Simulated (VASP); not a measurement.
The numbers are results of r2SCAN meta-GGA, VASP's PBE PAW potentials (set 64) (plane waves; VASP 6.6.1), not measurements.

VASP input:

File KPOINTS:
```
Automatic mesh
0
Gamma
6 6 4
0 0 0
```

### INCAR
```
ALGO=Normal
EDIFF=1E-7
EDIFFG=-0.01
ENCUT=480
IBRION=2
ISIF=3
ISMEAR=0
LASPH=.True.
LCHARG=.False.
LMAXMIX=4
LMIXTAU=.True.
LREAL=.False.
LWAVE=.False.
METAGGA=R2SCAN
NELM=100
NSW=40
PREC=Accurate
PSTRESS=20
SIGMA=0.05
SYSTEM=Te
```

File POSCAR:
```
Te
1.0
  2.3054474523  -3.9931517906   0.0000000000
  2.3054474523   3.9931517906   0.0000000000
  0.0000000000   0.0000000000   5.9143788170
Te
3
Cart
  0.5866133757   1.0160440869   3.9429211828
  3.4376681532  -0.0000000000   0.0000000000
  0.5866133757  -1.0160440869   1.9714576342
```

POTCAR, in this order: Te (PBE.64 set). Program: vasp_std.

Energy and stress use the plane-wave basis of the starting cell. Unless said otherwise, spin-orbit coupling is left out, though it shifts the bands of the heavy elements here.

### Question
Predict the energy per atom (σ→0), volume per atom, band gap (on the k-mesh).

### Answer

- energy per atom (σ→0): -25.397 eV/atom
- band gap (on the k-mesh): 0.23 eV
- volume per atom: 32.92 Å^3/atom

OSZICAR:
```
...
DAV:   2    -0.761910063988E+02   -0.72462E-04   -0.17652E-03   694   0.292E-01    0.595E-02
DAV:   3    -0.761909359455E+02    0.70453E-04   -0.91674E-05   694   0.632E-02    0.407E-02
DAV:   4    -0.761909086138E+02    0.27332E-04   -0.61402E-05   624   0.497E-02    0.250E-02
DAV:   5    -0.761909062790E+02    0.23348E-05   -0.14166E-05   705   0.356E-02    0.104E-02
DAV:   6    -0.761909074505E+02   -0.11714E-05   -0.12129E-05   624   0.403E-02    0.447E-03
DAV:   7    -0.761909136113E+02   -0.61608E-05   -0.29231E-06   624   0.194E-02    0.162E-03
DAV:   8    -0.761909135719E+02    0.39388E-07   -0.12733E-07   332   0.388E-03
  11 F= -.74958178E+02 E0= -.74958175E+02  d E =-.212916E-03
```

The compound is Te in the trig structure. This run relaxes it under an external pressure of 2 GPa. Symmetry was kept, so distortions that lower it aren't found.
